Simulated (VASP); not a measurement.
Input:

```
CSi
1.0
    0.00000     2.15631     2.15631
    2.15631     0.00000     2.15631
    2.15631     2.15631     0.00000
Si C
1 1
Direct
  0.00000   0.00000   0.00000
  0.25000   0.25000   0.25000
```

The numbers are results of revTPSS meta-GGA, VASP's PBE PAW potentials (set 64) (plane waves; VASP), not measurements. Settings: 520 eV cut-off, 10×10×10 Γ-centred mesh, Gaussian smearing of 0.050 eV, potentials Si C.

Problem. Give the stress tensor in GPa (positive for a compressed cell).

Solution. 
```
7.20  0.00  0.00
0.00  7.20  0.00
0.00  0.00  7.20
```
The pressure is its mean diagonal, 7.20 GPa.

The compound is SiC in the zinc blende structure. This cell is one point of a volume scan, at 0.97 of the reference volume.
